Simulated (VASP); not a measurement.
Input:

```
TiS2
1.0
    1.68151    -2.91245     0.00000
    1.68151     2.91245     0.00000
    0.00000     0.00000     5.58442
Ti S
1 2
Direct
  0.00000   0.00000   0.00000
  0.33333   0.66667   0.25612
  0.66667   0.33333   0.74388
```

The numbers are results of vdW-DF-cx, VASP's PBE PAW potentials (set 64) (plane waves; VASP), not measurements. Settings: 520 eV cut-off, Gaussian smearing of 0.050 eV, potentials Ti_sv S.

Q: Give the energies of bands 7 to 15 at the high-symmetry points, in eV from the Fermi level.

A: 
```csv
band,Γ,M,K,A,L,H
7,-5.61,-5.40,-4.43,-3.82,-5.50,-4.55
8,-2.75,-3.78,-4.24,-2.69,-4.71,-4.55
9,-2.75,-3.02,-4.24,-2.69,-2.92,-3.84
10,0.10,-2.83,-2.74,-2.67,-2.86,-3.22
11,0.19,-2.63,-2.74,-0.04,-1.19,-2.24
12,0.19,-1.58,-2.36,-0.04,-1.15,-2.24
13,0.52,0.18,1.26,0.50,-0.14,1.28
14,0.52,1.62,1.89,0.50,1.61,1.48
15,0.85,2.07,1.89,1.56,2.03,1.48
```

It has no gap at this level: it comes out as a metal or semimetal.

The compound is TiS2 in the 1T layered structure. It was relaxed first.
